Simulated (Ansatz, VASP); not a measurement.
Two plane-wave programs on MgRh

```xyz
2
Lattice="3.0992 0.0000 0.0000 0.0000 3.0992 0.0000 0.0000 0.0000 3.0992" Properties=species:S:1:pos:R:3 pbc="T T T"
Mg    0.0000    0.0000    0.0000
Rh    1.5496    1.5496    1.5496
```

Alike in both runs: task relaxation of cell and atoms; functional LDA; k mesh 14 × 14 × 14; occupations gaussian, width 0.1 eV; no spin polarisation.

|  | VASP | Ansatz |
| --- | --- | --- |
| version | VASP 6.6.1 | Ansatz 0.2.0 |
| potentials or method | VASP PAW LDA potentials, release 64 (Mg, Rh_pv) | scalar-relativistic, plane waves, PAW |
| plane-wave cutoff (eV) | 600 | 520 |
| valence electrons in the cell | 17 | 27 |

|  | VASP | Ansatz | Ansatz less VASP |
| --- | --- | --- | --- |
| gap on the k mesh at the Fermi level, each at its own relaxed structure (eV) | none | none | - |
| relaxed volume (Å³/atom) | 14.12 | 14.15 | +0.031 |
| relaxed cell length with the largest relative difference (Å) | 3.045 | 3.047 | +0.0022 |
| energy change over the relaxation (meV/atom) | -17 | -15 | +1.7 |

A gap of «none» marks a metal or a gap that the smearing closes. The two sets of potentials don't hold the same shells in valence.

LDA usually gives volumes a few per cent too small. Zero-point motion and thermal expansion aren't in these numbers.
